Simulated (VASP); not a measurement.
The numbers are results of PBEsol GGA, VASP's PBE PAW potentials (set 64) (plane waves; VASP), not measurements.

A VASP calculation is set up with these files.

KPOINTS:
```
Automatic mesh
0
Gamma
8 8 6
0 0 0
```

**INCAR**
```
SYSTEM = Te2Au
PREC = Accurate
ENCUT = 400
EDIFF = 1E-8
NELM = 100
ALGO = Normal
LREAL = .FALSE.
LASPH = .TRUE.
ISMEAR = 1
SIGMA = 0.1
GGA = PS
LMAXMIX = 6
LWAVE = .FALSE.
LCHARG = .FALSE.
IBRION = 1
ISIF = 2
NSW = 30
EDIFFG = -0.001
```

POSCAR:
```
Te2Au
1
    2.0825244469     3.5936691537    -0.0064670222
    2.0825244469    -3.5936691537     0.0064670222
    0.0000000000     0.0070464984    -5.0900637438
Te Au
2 1
Direct
  0.3259304221   0.6740695779   0.7111197446
  0.6740695779   0.3259304221   0.2888802554
  0.0000000000   1.0000000000   0.0000000000
```

POTCAR, in this order: Te Au (PBE.64 set). Program: vasp_std.

Output of the run:

**OSZICAR**
```
       N       E                     dE             d eps       ncg     rms          rms(c)
DAV:   1     0.985170302699E+02    0.98517E+02   -0.83188E+03  3500   0.102E+03
DAV:   2    -0.826215927131E+01   -0.10678E+03   -0.10496E+03  4407   0.203E+02
DAV:   3    -0.119211547003E+02   -0.36590E+01   -0.36125E+01  4050   0.405E+01
DAV:   4    -0.119692992719E+02   -0.48145E-01   -0.48135E-01  4785   0.500E+00
DAV:   5    -0.119697886629E+02   -0.48939E-03   -0.48939E-03  4099   0.392E-01    0.144E+01
DAV:   6    -0.113477282727E+02    0.62206E+00   -0.47802E+00  3448   0.230E+01    0.108E+01
DAV:   7    -0.112872160993E+02    0.60512E-01   -0.43107E-01  3455   0.733E+00    0.458E+00
DAV:   8    -0.112795922484E+02    0.76239E-02   -0.48615E-02  3588   0.144E+00    0.121E+00
DAV:   9    -0.112767307090E+02    0.28615E-02   -0.11541E-02  3784   0.119E+00    0.388E-01
DAV:  10    -0.112767242534E+02    0.64556E-05   -0.89716E-04  3931   0.211E-01    0.101E-01
DAV:  11    -0.112767119999E+02    0.12253E-04   -0.58719E-05  3987   0.662E-02    0.385E-02
DAV:  12    -0.112767103144E+02    0.16856E-05   -0.21682E-05  3749   0.456E-02    0.172E-02
DAV:  13    -0.112767099922E+02    0.32219E-06   -0.17697E-06  3686   0.113E-02    0.135E-02
DAV:  14    -0.112767099401E+02    0.52045E-07   -0.39058E-07  3805   0.508E-03    0.290E-03
DAV:  15    -0.112767099301E+02    0.10062E-07   -0.11776E-07  3742   0.333E-03    0.145E-03
DAV:  16    -0.112767099134E+02    0.16638E-07   -0.99472E-09  1780   0.110E-03    0.328E-04
DAV:  17    -0.112767099087E+02    0.47644E-08   -0.23556E-09  1794   0.529E-04
   1 F= -.11276710E+02 E0= -.11276357E+02  d E =-.112767E+02
       N       E                     dE             d eps       ncg     rms          rms(c)
DAV:   1    -0.112767306187E+02   -0.20705E-04   -0.66785E-04  3448   0.144E-01    0.121E-02
DAV:   2    -0.112767320237E+02   -0.14050E-05   -0.23106E-05  4225   0.329E-02    0.840E-03
DAV:   3    -0.112767319594E+02    0.64343E-07   -0.55133E-07  3714   0.727E-03    0.516E-03
DAV:   4    -0.112767318860E+02    0.73383E-07   -0.21017E-08  3591   0.117E-03    0.199E-03
DAV:   5    -0.112767318379E+02    0.48111E-07   -0.42022E-09  1822   0.651E-04    0.102E-04
DAV:   6    -0.112767318353E+02    0.25975E-08   -0.68975E-10  1738   0.243E-04
   2 F= -.11276732E+02 E0= -.11276385E+02  d E =-.219266E-04
       N       E                     dE             d eps       ncg     rms          rms(c)
DAV:   1    -0.112767391617E+02   -0.73238E-05   -0.99164E-04  3434   0.176E-01    0.148E-02
DAV:   2    -0.112767412749E+02   -0.21132E-05   -0.34346E-05  4253   0.401E-02    0.102E-02
DAV:   3    -0.112767411950E+02    0.79885E-07   -0.81916E-07  3728   0.886E-03    0.627E-03
DAV:   4    -0.112767411064E+02    0.88583E-07   -0.32666E-08  4167   0.143E-03    0.243E-03
DAV:   5    -0.112767410465E+02    0.59869E-07   -0.48942E-09  1892   0.699E-04    0.112E-04
DAV:   6    -0.112767410446E+02    0.19556E-08   -0.72668E-10  1738   0.238E-04
   3 F= -.11276741E+02 E0= -.11276400E+02  d E =-.920931E-05
```

OUTCAR:
```
------------------------ aborting loop because EDIFF is reached ----------------------------------------
  FORCE on cell =-STRESS in cart. coord.  units (eV):
  Direction    XX          YY          ZZ          XY          YZ          ZX
  --------------------------------------------------------------------------------------
  Total       -0.0265237     -0.0091960      0.0089594      0.0000000      0.0070983      0.0000000
  in kB       -0.5577815     -0.1933884      0.1884130      0.0000000      0.1492735      0.0000000
  external PRESSURE =      -0.1875856 kB  Pullay stress =       0.0000000 kB
  volume of cell :       76.19
      direct lattice vectors                 reciprocal lattice vectors
     2.082524447  3.593669154 -0.006467022     0.240093220  0.139133911  0.000192612
     2.082524447 -3.593669154  0.006467022     0.240093220 -0.139133911 -0.000192612
     0.000000000  0.007046498 -5.090063744     0.000000000 -0.000353545 -0.196461683
 POSITION                                       TOTAL-FORCE (eV/Angst)
 -----------------------------------------------------------------------------------
      2.08252     -1.24581     -3.61557         0.000000      0.000424     -0.000057
      2.08252      1.25286     -1.47450         0.000000     -0.000424      0.000057
     -0.00000      0.00000     -0.00000         0.000000     -0.000000      0.000000
 -----------------------------------------------------------------------------------
    total drift:                               -0.000000      0.000000     -0.000000
  FREE ENERGIE OF THE ION-ELECTRON SYSTEM (eV)
  ---------------------------------------------------
  free  energy   TOTEN  =       -11.2767410446 eV

  energy  without entropy=      -11.2757193984  energy(sigma->0) =      -11.27640050

 reached required accuracy - stopping structural energy minimisation
```
(Selected blocks of OUTCAR.)

CONTCAR:
```
Te2Au
   1.00000000000000
     2.0825244468999999    3.5936691537000001   -0.0064670222000000
     2.0825244468999999   -3.5936691537000001    0.0064670222000000
     0.0000000000000000    0.0070464984000000   -5.0900637438000000
  Te              Au
     2     1
Direct
     0.3259690318199017    0.6740309681800983    0.7107607171150618
     0.6740309681800983    0.3259690318199017    0.2892392828849383
     0.0000000000000000   -0.0000000000000000   -0.0000000000000000
```

The compound is Te2Au in the sg12 structure. This run relaxes the ions in a fixed cell. Symmetry was kept, so distortions that lower it aren't found. The start is the result of an earlier pass. The electron count is odd and the run is not spin-polarised, which forces a metal.
